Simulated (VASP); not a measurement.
Level of theory: PBEsol GGA, VASP's PBE PAW potentials (set 64) (plane waves; VASP).

A VASP calculation is set up with these files.

### INCAR
```
! general
SYSTEM = AlN
PREC   = Normal
ENCUT  = 450   ! plane-wave cut-off (eV)
LREAL  = .FALSE.
LASPH  = .TRUE.

! electronic loop
EDIFF  = 1E-5
NELM   = 100   ! most electronic steps
NELMIN = 4
ALGO   = Fast   ! Davidson, then RMM-DIIS

! smearing
ISMEAR = 0   ! Gaussian
SIGMA  = 0.05   ! width (eV)

! functional
GGA    = PS

! ions
IBRION = 2   ! conjugate gradients
NSW    = 20
ISIF   = 2   ! forces and stress, cell fixed
EDIFFG = -0.03

! output
LWAVE  = .FALSE.
LCHARG = .FALSE.
```

File POSCAR:
```
AlN
1.0
  0.0000000000   2.1887609578   2.1887609578
  2.1887609578   0.0000000000   2.1887609578
  2.1887609578   2.1887609578   0.0000000000
Al N
1 1
Cart
  0.0000000000   0.0000000000   0.0000000000
  3.2831414367   3.2831414367   3.2831414367
```

**KPOINTS**
```
Automatic mesh
0
Gamma
12 12 12
0 0 0
```

POTCAR, in this order: Al N (PBE.64 set). Program: vasp_std.

Output

### OSZICAR
```
       N       E                     dE             d eps       ncg     rms          rms(c)
DAV:   1     0.264199323162E+01    0.26420E+01   -0.36850E+03  1312   0.719E+02
DAV:   2    -0.174728248592E+02   -0.20115E+02   -0.18714E+02  1464   0.119E+02
DAV:   3    -0.178305805785E+02   -0.35776E+00   -0.35776E+00  1376   0.192E+01
DAV:   4    -0.178317874437E+02   -0.12069E-02   -0.12069E-02  1672   0.101E+00
DAV:   5    -0.178317909776E+02   -0.35338E-05   -0.35338E-05  1416   0.416E-02    0.825E+00
RMM:   6    -0.156418849858E+02    0.21899E+01   -0.43702E+00  1152   0.155E+01    0.290E+00
RMM:   7    -0.156337823266E+02    0.81027E-02   -0.31395E-01  1152   0.562E+00    0.199E+00
RMM:   8    -0.156194665510E+02    0.14316E-01   -0.39946E-02  1152   0.227E+00    0.410E-01
RMM:   9    -0.156155965585E+02    0.38700E-02   -0.57521E-03  1152   0.747E-01    0.215E-01
RMM:  10    -0.156154782670E+02    0.11829E-03   -0.11234E-03  1152   0.297E-01    0.137E-01
RMM:  11    -0.156156042564E+02   -0.12599E-03   -0.10293E-04  1152   0.114E-01    0.673E-02
RMM:  12    -0.156154991713E+02    0.10509E-03   -0.26804E-04  1152   0.122E-01    0.915E-03
RMM:  13    -0.156155017726E+02   -0.26013E-05   -0.22193E-05   934   0.522E-02
   1 F= -.15615502E+02 E0= -.15615502E+02  d E =-.156155E+02
```

### OUTCAR
```
------------------------ aborting loop because EDIFF is reached ----------------------------------------
  FORCE on cell =-STRESS in cart. coord.  units (eV):
  Direction    XX          YY          ZZ          XY          YZ          ZX
  --------------------------------------------------------------------------------------
  Total       -0.0964015     -0.0964015     -0.0964015      0.0000000     -0.0000000      0.0000000
  in kB       -7.3649461     -7.3649461     -7.3649461      0.0000000     -0.0000000      0.0000000
  external PRESSURE =      -7.3649461 kB  Pullay stress =       0.0000000 kB
  volume of cell :       20.97
      direct lattice vectors                 reciprocal lattice vectors
     0.000000000  2.188760958  2.188760958    -0.228439747  0.228439747  0.228439747
     2.188760958  0.000000000  2.188760958     0.228439747 -0.228439747  0.228439747
     2.188760958  2.188760958  0.000000000     0.228439747  0.228439747 -0.228439747
  FREE ENERGIE OF THE ION-ELECTRON SYSTEM (eV)
  ---------------------------------------------------
  free  energy   TOTEN  =       -15.6155017726 eV

  energy  without entropy=      -15.6155017726  energy(sigma->0) =      -15.61550177

 reached required accuracy - stopping structural energy minimisation
```
(Selected blocks of OUTCAR.)

At this cut-off the stress carries a Pulay error, which pulls relaxed volumes low.

The compound is AlN in the zinc blende structure, a metastable form; wurtzite is the usual one. It was relaxed first.
